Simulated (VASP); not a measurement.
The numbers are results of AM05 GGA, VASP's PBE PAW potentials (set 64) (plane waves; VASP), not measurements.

A VASP calculation is set up with these files.

**INCAR**
```
# general
SYSTEM  = KI
PREC    = Accurate
ENCUT   = 520
LREAL   = .FALSE.   # projection in real space or not
LASPH   = .TRUE.
ICHARG  = 11   # fixed density

# electronic loop
EDIFF   = 1E-7   # SCF stop (eV)
NELM    = 100   # most electronic steps
ALGO    = Normal   # blocked Davidson
LMAXMIX = 4   # l cut-off of mixed one-centre charges

# smearing
ISMEAR  = 0
SIGMA   = 0.05

# functional
GGA     = AM

# output
LWAVE   = .FALSE.
LCHARG  = .FALSE.
LORBIT  = 11   # lm-projected
```

File POSCAR:
```
KI
1
    0.0000000000     3.5767812751     3.5767812751
    3.5767812751     0.0000000000     3.5767812751
    3.5767812751     3.5767812751     0.0000000000
K I
1 1
Direct
  0.0000000000   0.0000000000   0.0000000000
  0.5000000000   0.5000000000   0.5000000000
```

**KPOINTS**
```
k-points along high-symmetry lines
15
Line-mode
Reciprocal
  0.000000   0.000000   0.000000 ! GAMMA
  0.500000   0.000000   0.500000 ! X

  0.500000   0.000000   0.500000 ! X
  0.625000   0.250000   0.625000 ! U

  0.375000   0.375000   0.750000 ! K
  0.000000   0.000000   0.000000 ! GAMMA

  0.000000   0.000000   0.000000 ! GAMMA
  0.500000   0.500000   0.500000 ! L

  0.500000   0.500000   0.500000 ! L
  0.500000   0.250000   0.750000 ! W

  0.500000   0.250000   0.750000 ! W
  0.500000   0.000000   0.500000 ! X
```

POTCAR, in this order: K_sv I (PBE.64 set). Program: vasp_std. Read from the step before: CHGCAR.

Output of the run:

OSZICAR:
```
       N       E                     dE             d eps       ncg     rms          rms(c)
DAV:   1     0.925513179736E+02    0.92551E+02   -0.65452E+03  2160   0.112E+03
DAV:   2     0.107320328770E+01   -0.91478E+02   -0.85134E+02  2592   0.245E+02
DAV:   3    -0.480066244672E+01   -0.58739E+01   -0.58440E+01  2784   0.571E+01
DAV:   4    -0.511705163097E+01   -0.31639E+00   -0.31608E+00  3980   0.114E+01
DAV:   5    -0.511861205130E+01   -0.15604E-02   -0.15604E-02  2744   0.836E-01
DAV:   6    -0.511864916546E+01   -0.37114E-04   -0.37114E-04  3164   0.104E-01
DAV:   7    -0.511865004765E+01   -0.88219E-06   -0.88221E-06  3264   0.158E-02
DAV:   8    -0.511865006574E+01   -0.18092E-07   -0.18081E-07  2604   0.229E-03
   1 F= -.51186501E+01 E0= -.51186501E+01  d E =-.541597E-11
```

### OUTCAR
```
 val. band max:       -0.5946010609   @ k =   0.0000   0.0000   0.0000

 cond. band min:       3.3428703552   @ k =   0.0000   0.0000   0.0000



 k-point     1 :       0.0000    0.0000    0.0000
  band No.  band energies     occupation
      1     -29.0191      2.00000
      2     -12.6060      2.00000
      3     -12.6060      2.00000
      4     -12.6060      2.00000
      5     -11.0659      2.00000
      6      -0.5946      2.00000
      7      -0.5946      2.00000
      8      -0.5946      2.00000
      9       3.3429      0.00000
     10       5.9526      0.00000
     11       5.9526      0.00000
     12       5.9526      0.00000

 k-point     2 :       0.0357    0.0000    0.0357
  band No.  band energies     occupation
      1     -29.0190      2.00000
      2     -12.6079      2.00000
      3     -12.6062      2.00000
      4     -12.6062      2.00000
      5     -11.0618      2.00000
      6      -0.6236      2.00000
      7      -0.6000      2.00000
      8      -0.6000      2.00000
      9       3.3864      0.00000
     10       5.9186      0.00000
     11       5.9824      0.00000
     12       5.9824      0.00000

 k-point     3 :       0.0714    0.0000    0.0714
  band No.  band energies     occupation
      1     -29.0189      2.00000
      2     -12.6134      2.00000
      3     -12.6067      2.00000
      4     -12.6067      2.00000
      5     -11.0501      2.00000
      6      -0.7043      2.00000
      7      -0.6156      2.00000
      8      -0.6156      2.00000
      9       3.5095      0.00000
     10       5.8238      0.00000
     11       6.0709      0.00000
     12       6.0709      0.00000

 k-point     4 :       0.1071    0.0000    0.1071
  band No.  band energies     occupation
      1     -29.0188      2.00000
      2     -12.6215      2.00000
      3     -12.6077      2.00000
      4     -12.6077      2.00000
      5     -11.0326      2.00000
      6      -0.8209      2.00000
      7      -0.6401      2.00000
...
```

The density is held fixed in this step, so its total energy and stress have no physical meaning. Unless said otherwise, spin-orbit coupling is left out, though it shifts the bands of the heavy elements here.

The compound is KI in the rock salt structure. It was relaxed first.
